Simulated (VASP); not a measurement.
```
Sc
1.0
    1.63834    -2.83768     0.00000
    1.63834     2.83768     0.00000
    0.00000     0.00000     5.08266
Sc
2
Direct
  0.33333   0.66667   0.25000
  0.69719   0.36385   0.75000
```

Level of theory: PBEsol GGA, VASP's PBE PAW potentials (set 64) (plane waves; VASP). Settings: 480 eV cut-off, 12×12×8 Γ-centred mesh, first-order Methfessel-Paxton smearing of 0.10 eV, potentials Sc_sv.

What does the run give for the energy per atom (σ→0), largest force, band gap (on the k-mesh) with the smallest direct gap where there is one?

```yaml
band gap (on the k-mesh): none (metal, semimetal or under 0.01 eV)
energy per atom (σ→0): -6.602 eV/atom
largest_force: 0.158 eV/Å
```

Total energies compare only between runs with the same potentials, cut-off and functional.

The compound is Sc in the hcp structure. This cell was strained or had an atom moved on purpose.
